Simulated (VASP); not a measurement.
# SiB (Pnma) in VASP: a series of runs

Runs on SiB. Level: PBE. Tasks: relaxation of cell and atoms.

All numbers are computed with VASP 6.6.1; they aren't measurements. Logs are shortened: lines on timing, memory, paths and dates and some standing lists are left out, and cuts for length are marked.

## (1) Starting point

Symmetry: Pnma, No. 62, orthorhombic system. The conventional cell has a = 6.289 Å, b = 2.972 Å, c = 4.290 Å, α = 90.00°, β = 90.00°, γ = 90.00°. Si (site symmetry m) is surrounded by 4 B at 2.17 to 2.27 Å. B (site symmetry m) is surrounded by 2 B at 1.78 Å.

The cell was built by a generator and needn't be a form met in nature.

## (2) Relaxation of cell and atoms, PBE

File INCAR:

```
  ALGO = Normal
  EDIFF = 1E-6
  EDIFFG = -0.01
  ENCUT = 520
  GGA = PE
  IBRION = 2
  ISIF = 3
  ISMEAR = 0
  KPAR = 4
  LASPH = T
  LCHARG = F
  LREAL = F
  LWAVE = F
  NELM = 120
  NSW = 90
  PREC = Accurate
  SIGMA = 0.1
```

File KPOINTS:

```
k-points
0
Gamma
  6 10 8
```

File POSCAR:

```
SiB
1.0
    6.2890000000      0.0000000000      0.0000000000
    0.0000000000      2.9720000000      0.0000000000
    0.0000000000      0.0000000000      4.2900000000
Si B
4 4
Direct
    0.8315710000      0.7500000000      0.9944055900
    0.1684290000      0.2500000000      0.0055944100
    0.6684290000      0.2500000000      0.4944055900
    0.3315710000      0.7500000000      0.5055944100
    0.9220464300      0.7500000000      0.5055944100
    0.0779535700      0.2500000000      0.4944055900
    0.4220464300      0.7500000000      0.9944055900
    0.5779535700      0.2500000000      0.0055944100
```

Potentials or basis: VASP PAW PBE potentials, release 64 (Si, B).

Run with:

```sh
> cat potpaw_PBE.64/Si/POTCAR potpaw_PBE.64/B/POTCAR > POTCAR
> mpirun -np 4 vasp_std > vasp.out
```

OUTCAR:

```text
EDIFF = 1E-6
   EDIFFG = -0.01
   ENCUT = 520
   GGA = PE
   IBRION = 2
   ISIF = 3
   ISMEAR = 0
   LASPH = T
   LREAL = F
   NELM = 120
   NSW = 90
   PREC = Accurate

 ion  position               nearest neighbor table
   1  0.832  0.750  0.994-   5 2.17   8 2.18   8 2.18   5 2.27   7 2.58   2 2.59   2 2.59   3 2.80
                             3 2.80   3 2.80   3 2.80
   2  0.168  0.250  0.006-   6 2.17   7 2.18   7 2.18   6 2.27   8 2.58   1 2.59   1 2.59   4 2.80
                             4 2.80   4 2.80   4 2.80
   3  0.668  0.250  0.494-   8 2.17   5 2.18   5 2.18   8 2.27   6 2.58   4 2.59   4 2.59   1 2.80
                             1 2.80   1 2.80   1 2.80
   4  0.332  0.750  0.506-   7 2.17   6 2.18   6 2.18   7 2.27   5 2.58   3 2.59   3 2.59   2 2.80
                             2 2.80   2 2.80   2 2.80
   5  0.922  0.750  0.506-   6 1.78   6 1.78   1 2.17   3 2.18   3 2.18   1 2.27   4 2.58
   6  0.078  0.250  0.494-   5 1.78   5 1.78   2 2.17   4 2.18   4 2.18   2 2.27   3 2.58
   7  0.422  0.750  0.994-   8 1.78   8 1.78   4 2.17   2 2.18   2 2.18   4 2.27   1 2.58
   8  0.578  0.250  0.006-   7 1.78   7 1.78   3 2.17   1 2.18   1 2.18   3 2.27   2 2.58

  LATTYP: Found a simple orthorhombic cell.
 ALAT       =     2.9720000000
 B/A-ratio  =     1.4434724092
 C/A-ratio  =     2.1160834455

  Lattice vectors:

 A1 = (   0.0000000000,   2.9720000000,   0.0000000000)
 A2 = (   0.0000000000,   0.0000000000,   4.2900000000)
 A3 = (   6.2890000000,   0.0000000000,   0.0000000000)

Analysis of symmetry for initial positions (statically):
=====================================================================
 Subroutine PRICEL returns:
 Original cell was already a primitive cell.

 Routine SETGRP: Setting up the symmetry group for a
 simple orthorhombic supercell.

 Subroutine GETGRP returns: Found  8 space group operations
 (whereof  2 operations were pure point group operations)
 out of a pool of  8 trial point group operations.

The static configuration has the point symmetry S_2 .
 The point group associated with its full space group is D_2h.

Analysis of symmetry for dynamics (positions and initial velocities):
=====================================================================
 Subroutine PRICEL returns:
 Original cell was already a primitive cell.

 Routine SETGRP: Setting up the symmetry group for a
 simple orthorhombic supercell.

 Subroutine GETGRP returns: Found  8 space group operations
 (whereof  2 operations were pure point group operations)
 out of a pool of  8 trial point group operations.

The dynamic configuration has the point symmetry S_2 .
 The point group associated with its full space group is D_2h.

 Subroutine INISYM returns: Found  8 space group operations
[... 131 lines left out ...]
  Fermi-wavevector in a.u.,A,eV,Ry     =   1.152829  2.178531 18.082347  1.329015
  Thomas-Fermi vector in A             =   2.289477
   LORBIT       =      0    0 simple, 1 ext, 2 COOP (PROOUT), +10 PAW based schemes
   GGA     = PE    functional components
   LHFCALC =     F    Hartree Fock is set to
   AEXX    =    0.0000 exact exchange contribution
   IVDW    =     0    specifies the selected vdW correction
   LEPSILON=     F    determine dielectric tensor
   LRPA    =     F    only Hartree local field effects (RPA)
 conjugate gradient relaxation of ions
 non-spin polarized calculation
 Gauss-broadening in eV      SIGMA  =   0.10
  energy-cutoff  :      520.00
  volume of cell :       80.18
 maximum number of plane-waves:      2182
 NGX is ok and might be reduce to    48
   NGX = 23   NGY = 11   NGZ = 15

--------------------------------------- Ionic step        1  -------------------------------------------

 number of electron      27.9999999 magnetization

 Free energy of the ion-electron system (eV)
  ---------------------------------------------------
  ext. energy  EPLUGINS =         0.00000000
  ---------------------------------------------------
  free energy    TOTEN  =       -44.29305397 eV

  energy without entropy =      -44.28118282  energy(sigma->0) =      -44.28711839

------------------------ aborting loop because EDIFF is reached ----------------------------------------

  FORCE on cell =-STRESS in cart. coord.  units (eV):
  Direction    XX          YY          ZZ          XY          YZ          ZX
  --------------------------------------------------------------------------------------
  -------------------------------------------------------------------------------------
  Total       -2.6551437      1.9751538      1.6964315      0.0000000      0.0000000      0.0000000
  in kB      -53.0531200     39.4660629     33.8968396      0.0000000      0.0000000      0.0000000
  external PRESSURE =       6.7699275 kB  Pullay stress =       0.0000000 kB
[... 107 lines left out ...]
  FREE ENERGIE OF THE ION-ELECTRON SYSTEM (eV)
  ---------------------------------------------------
  free  energy   TOTEN  =       -44.4256352773 eV

  energy  without entropy=      -44.4159782794  energy(sigma->0) =      -44.42080678

 E-fermi :  10.0171     XC(G=0): -11.7181

 val. band max:       10.0083324868   @ k =   0.3333   0.4000   0.3750
 cond. band min:      10.0202148759   @ k =   0.0000   0.3000   0.2500
 fundamental gap:      0.0118823890
 Fermi energy:        10.0171029740

 k-point     1 :       0.0000    0.0000    0.0000
  band No.  band energies     occupation
      1      -5.7211      2.00000
      2      -2.2057      2.00000
      3      -1.8653      2.00000
      4       0.8199      2.00000
      5       1.5268      2.00000
      6       3.3034      2.00000
[... 517 lines left out ...]
     18      12.1383      0.00000
     19      12.1383      0.00000

 [... further k-points ...]

[... ionic steps 4 to 72 ...]

--------------------------------------- Ionic step       73  -------------------------------------------

 number of electron      27.9999995 magnetization

------------------------ aborting loop because EDIFF is reached ----------------------------------------
[... 79 lines left out ...]
--------------------------------------- Ionic step       75  -------------------------------------------

 number of electron      27.9999995 magnetization

 Free energy of the ion-electron system (eV)
  ---------------------------------------------------
  ext. energy  EPLUGINS =         0.00000000
  ---------------------------------------------------
  free energy    TOTEN  =       -46.04045878 eV

  energy without entropy =      -46.03024265  energy(sigma->0) =      -46.03535072

 E-fermi :   8.5995     XC(G=0): -11.1982

 val. band max:        8.5968675289   @ k =   0.1667   0.2000   0.3750
 cond. band min:       8.6018090750   @ k =   0.5000   0.4000   0.1250
 fundamental gap:      0.0049415461
 Fermi energy:         8.5995108929

 k-point     1 :       0.0000    0.0000    0.0000
  band No.  band energies     occupation
      1      -6.2735      2.00000
      2      -3.6036      2.00000
      3      -1.4814      2.00000
      4      -0.9092      2.00000
      5      -0.6972      2.00000
      6       1.4490      2.00000
[... 554 lines left out ...]
  FREE ENERGIE OF THE ION-ELECTRON SYSTEM (eV)
  ---------------------------------------------------
  free  energy   TOTEN  =       -46.0404587809 eV

  energy  without entropy=      -46.0302426540  energy(sigma->0) =      -46.03535072

 reached required accuracy - stopping structural energy minimisation
```

OSZICAR:

```text
N       E                     dE             d eps       ncg     rms          rms(c)
DAV:   1     0.585013320986E+02    0.58501E+02   -0.12394E+04  4560   0.130E+03
DAV:   2    -0.421859796850E+02   -0.10069E+03   -0.97218E+02  6027   0.195E+02
DAV:   3    -0.466326614514E+02   -0.44467E+01   -0.43329E+01  6010   0.379E+01
[... 553 lines left out ...]
       N       E                     dE             d eps       ncg     rms          rms(c)
DAV:   1    -0.460404635177E+02   -0.10409E-03   -0.34698E-03  4605   0.428E-01    0.190E-02
DAV:   2    -0.460404606242E+02    0.28935E-05   -0.33585E-05  6117   0.355E-02    0.995E-03
DAV:   3    -0.460404590270E+02    0.15973E-05   -0.35798E-06  4669   0.110E-02    0.286E-03
DAV:   4    -0.460404587809E+02    0.24609E-06   -0.38822E-07  2690   0.394E-03
  75 F= -.46040459E+02 E0= -.46035351E+02  d E =-.994368E-04
```

CONTCAR:

```text
SiB
   1.00000000000000
     5.2452009973919216    0.0000000000000000    0.0000000000000000
     0.0000000000000000    2.9769923199163086   -0.0000000000000000
     0.0000000000000000   -0.0000000000000006    5.6587852952485234
  Si              B
     4     4
Direct
     0.8310939627743527    0.7500000000000000    0.0937094346549895
     0.1689060372256476    0.2500000000000000    0.9062905653450105
     0.6689060372256475    0.2500000000000000    0.5937094346549894
     0.3310939627743525    0.7500000000000000    0.4062905653450109
     0.9303710729455903    0.7500000000000000    0.4443772424304240
     0.0696289270544093    0.2500000000000000    0.5556227575695760
     0.4303710729455905    0.7500000000000000    0.0556227575695761
     0.5696289270544097    0.2500000000000000    0.9443772424304240

  0.00000000E+00  0.00000000E+00  0.00000000E+00
  0.00000000E+00  0.00000000E+00  0.00000000E+00
  0.00000000E+00  0.00000000E+00  0.00000000E+00
  0.00000000E+00  0.00000000E+00  0.00000000E+00
  0.00000000E+00  0.00000000E+00  0.00000000E+00
  0.00000000E+00  0.00000000E+00  0.00000000E+00
  0.00000000E+00  0.00000000E+00  0.00000000E+00
  0.00000000E+00  0.00000000E+00  0.00000000E+00
```

Run time: 20 min. Hardware: 4 MPI ranks of Intel Xeon Platinum 8259CL at 2.50GHz (Skylake/Cascade Lake), shared host; peak memory 0.31 GiB.

What came out:

```yaml
Free_energy: -46.0405 eV
Relaxed_volume: 11.05 Å³/atom
Relaxed_cell: a = 5.245 Å, b = 2.977 Å, c = 5.659 Å, α = 90.00°, β = 90.00°, γ = 90.00°
Space_group_after_relaxing_to_0.05_Å: Pnma (No. 62)
Energy_gained_by_relaxing: 218.4 meV/atom
Ionic_steps: 75
Pressure_after_relaxing: 0.0 GPa
Largest_force_after_relaxing: 0.008 eV/Å
Band_gap_on_the_k_mesh: none (metal or under the smearing width)
```

Forces in eV/Å, atoms in the order of the input:
```
Si  -0.002  0.000  0.008
Si   0.002  0.000 -0.008
Si   0.002  0.000  0.008
Si  -0.002  0.000 -0.008
B    0.000  0.000  0.007
B    0.000  0.000 -0.007
B    0.000  0.000 -0.007
B    0.000  0.000  0.007
```

Step by step:
```tsv
step	energy change (eV)	largest force (eV/Å)	pressure (GPa)	volume (Å³)
1	0.0000	0.3355	0.68	80.18
3	-0.1326	0.3514	-2.38	81.72
5	-0.2120	0.2821	0.63	80.33
7	-0.2357	0.1465	0.44	80.70
9	-0.2411	0.0740	0.15	81.05
11	-0.2444	0.0518	-0.18	81.43
13	-0.2474	0.0407	0.32	81.50
15	-0.2480	0.0233	0.02	81.79
17	-0.2482	0.0222	-0.03	81.80
19	-0.2483	0.0833	-0.39	81.88
21	-0.2486	0.0503	-0.24	81.84
23	-0.2490	0.0587	-0.20	81.80
25	-0.2509	0.1001	-0.03	81.65
27	-0.2517	0.2537	0.89	81.04
29	-0.2539	0.1991	0.50	81.27
31	-0.2545	0.2085	0.56	81.23
33	-0.2554	0.2493	0.89	81.09
35	-0.2612	0.2615	0.99	81.14
37	-0.2727	0.3192	1.86	81.38
39	-0.2801	0.3100	1.63	81.42
41	-0.3460	0.4075	2.19	82.30
43	0.2792	3.5321	9.10	85.76
45	-0.4001	1.0563	3.95	83.62
47	-0.4249	1.3185	4.39	84.18
49	-0.4241	1.4107	4.54	84.34
51	-0.5068	1.4055	4.25	84.74
53	-0.8399	1.4242	3.01	86.48
55	-1.0828	1.7826	0.37	89.65
57	-1.5915	0.4136	-1.44	90.09
59	-1.6206	0.4522	-1.12	89.86
61	-1.6563	0.5671	2.51	87.40
63	-1.7110	0.2904	0.44	88.40
65	-1.7353	0.1494	-0.16	88.42
67	-1.7413	0.0692	0.10	88.28
69	-1.7445	0.0539	-0.03	88.41
71	-1.7462	0.0345	-0.30	88.56
73	-1.7473	0.0193	0.09	88.33
75	-1.7474	0.0079	0.05	88.36
```

Final structure:
```
Si B
1.0
     5.24520    0.00000    0.00000
     0.00000    2.97699    0.00000
     0.00000    0.00000    5.65879
Si B
4 4
Direct
  0.83109 0.75000 0.09371
  0.16891 0.25000 0.90629
  0.66891 0.25000 0.59371
  0.33109 0.75000 0.40629
  0.93037 0.75000 0.44438
  0.06963 0.25000 0.55562
  0.43037 0.75000 0.05562
  0.56963 0.25000 0.94438
```

## (3) Relaxation of cell and atoms, PBE

This run uses another cell than the first one, of 11.05 Å³/atom, 1.102 times its volume.

File INCAR:

```
  ALGO = Normal
  EDIFF = 1E-7
  EDIFFG = -0.005
  ENCUT = 520
  GGA = PE
  IBRION = 2
  ISIF = 3
  ISMEAR = 0
  KPAR = 4
  LASPH = T
  LCHARG = F
  LREAL = F
  LWAVE = F
  NELM = 120
  NSW = 60
  POTIM = 0.3
  PREC = Accurate
  SIGMA = 0.1
```

KPOINTS is that of step 2.

File POSCAR:

```
SiB                                     
1.0
    5.2452009974      0.0000000000      0.0000000000
    0.0000000000      2.9769923199     -0.0000000000
    0.0000000000     -0.0000000000      5.6587852952
  Si              B             
     4     4
Direct
     0.8310939627743527    0.7500000000000000    0.0937094346549895
     0.1689060372256476    0.2500000000000000    0.9062905653450105
     0.6689060372256475    0.2500000000000000    0.5937094346549894
     0.3310939627743525    0.7500000000000000    0.4062905653450109
     0.9303710729455903    0.7500000000000000    0.4443772424304240
     0.0696289270544093    0.2500000000000000    0.5556227575695760
     0.4303710729455905    0.7500000000000000    0.0556227575695761
     0.5696289270544097    0.2500000000000000    0.9443772424304240
```

Potentials or basis: VASP PAW PBE potentials, release 64 (Si, B).

Run with:

```sh
> cat potpaw_PBE.64/Si/POTCAR potpaw_PBE.64/B/POTCAR > POTCAR
> mpirun -np 4 vasp_std > vasp.out
```

It took 2.6 min on 4 MPI ranks of Intel Xeon Platinum 8259CL at 2.50GHz (Skylake/Cascade Lake), shared host; peak memory 0.31 GiB.

It converged, with:

* Free energy: -46.0524 eV
* Relaxed volume: 11.05 Å³/atom
* Relaxed cell: a = 5.240 Å, b = 2.977 Å, c = 5.670 Å, α = 90.00°, β = 90.00°, γ = 90.00°
* Space group after relaxing (to 0.05 Å): Pnma (No. 62)
* Energy gained by relaxing: 0.0 meV/atom
* Ionic steps: 9
* Pressure after relaxing: 0.0 GPa
* Largest force after relaxing: 0.003 eV/Å
* Band gap on the k mesh: none (metal or under the smearing width)

Forces on the atoms (eV/Å):
```
Si   0.003  0.000  0.001
Si  -0.003  0.000 -0.001
Si  -0.003  0.000  0.001
Si   0.003  0.000 -0.001
B    0.002  0.000 -0.001
B   -0.002  0.000  0.001
B    0.002  0.000  0.001
B   -0.002  0.000 -0.001
```

Step by step:
```
step  energy change (eV)  largest force (eV/Å)  pressure (GPa)  volume (Å³)
   1              0.0000                0.0111            0.14        88.36
   2             -0.0001                0.0160            0.02        88.43
   3             -0.0001                0.0218           -0.10        88.50
   4             -0.0001                0.0201           -0.06        88.48
   5             -0.0002                0.0135           -0.04        88.47
   6             -0.0002                0.0086           -0.02        88.46
   7             -0.0002                0.0103           -0.01        88.46
   8             -0.0003                0.0054            0.01        88.45
   9             -0.0003                0.0032            0.03        88.44
```

Final structure:
```xyz
8
Lattice="5.2403 0.0000 0.0000 0.0000 2.9767 0.0000 0.0000 0.0000 5.6696" Properties=species:S:1:pos:R:3 pbc="T T T"
Si    4.3565    2.2325    0.5342
Si    0.8838    0.7442    5.1354
Si    3.5040    0.7442    3.3690
Si    1.7363    2.2325    2.3006
B     4.8752    2.2325    2.5200
B     0.3651    0.7442    3.1496
B     2.2551    2.2325    0.3148
B     2.9852    0.7442    5.3548
```

Levels at points of the mesh, in eV from the Fermi level:
| k point | band 10 | band 11 | band 12 | band 13 | band 14 | band 15 | band 16 | band 17 | band 18 | band 19 |
| --- | --- | --- | --- | --- | --- | --- | --- | --- | --- | --- |
| (0.00, 0.00, 0.00) | -2.92 | -1.99 | -0.26 | 2.71 | 2.95 | 2.99 | 4.10 | 4.14 | 4.53 | 4.79 |
| (0.50, 0.00, 0.00) | -2.40 | -1.82 | -1.82 | 0.29 | 0.29 | 2.97 | 2.97 | 3.27 | 3.27 | 3.96 |
| (0.00, 0.50, 0.00) | -5.60 | -4.51 | -4.51 | -2.27 | -2.27 | -1.45 | -1.45 | 0.71 | 0.71 | 5.96 |
| (0.50, 0.50, 0.00) | -4.33 | -4.33 | -4.33 | -0.80 | -0.80 | -0.80 | -0.80 | 3.28 | 3.28 | 3.28 |
| (0.00, 0.00, 0.50) | -2.48 | -2.43 | -2.43 | 1.50 | 1.50 | 3.48 | 3.48 | 3.85 | 3.85 | 4.12 |
| (0.50, 0.00, 0.50) | -3.37 | -2.35 | -2.35 | -1.75 | -1.75 | 2.48 | 2.48 | 4.25 | 4.25 | 4.47 |
| (0.00, 0.50, 0.50) | -5.64 | -4.33 | -4.33 | -2.35 | -2.35 | -0.06 | -0.06 | 1.97 | 1.97 | 3.71 |
| (0.50, 0.50, 0.50) | -2.72 | -2.72 | -2.72 | -0.35 | -0.35 | -0.35 | -0.35 | 2.15 | 2.15 | 2.15 |

(Continued in part 2 of 2.)
